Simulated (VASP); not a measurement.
The system is InP.

```
In P
1.0
     0.00000    2.97915    2.97915
     2.97915    0.00000    2.97915
     2.97915    2.97915    0.00000
In P
1 1
Direct
  0.00000 0.00000 0.00000
  0.25000 0.25000 0.25000
```

Program: VASP 6.6.1. Alike in all runs: task band structure; cell as given; cutoff (eV) 520; smearing gaussian 0.03 eV. Hardware: 1 thread of Intel(R) Xeon(R) 6975P-C (Granite Rapids), with other jobs on the host.

Problem. Order these runs on this cell by their wall time, lowest first.
A. level TB-mBJ; potentials or basis VASP PAW PBE potentials, release 64 (In_d, P); spin off; k mesh 8 × 8 × 8
B. level LDA; potentials or basis VASP PAW LDA potentials, release 64 (In_d, P); spin off; k mesh 8 × 8 × 8
C. level TB-mBJ; potentials or basis VASP PAW PBE potentials, release 64 (In_d, P); spin SOC, no magnetisation; k mesh 6 × 6 × 6
D. level PBE; potentials or basis VASP PAW PBE potentials, release 64 (In_d, P); spin SOC, no magnetisation; k mesh 6 × 6 × 6

Solution. B (27 s), A (63 s), D (160 s), C (340 s).
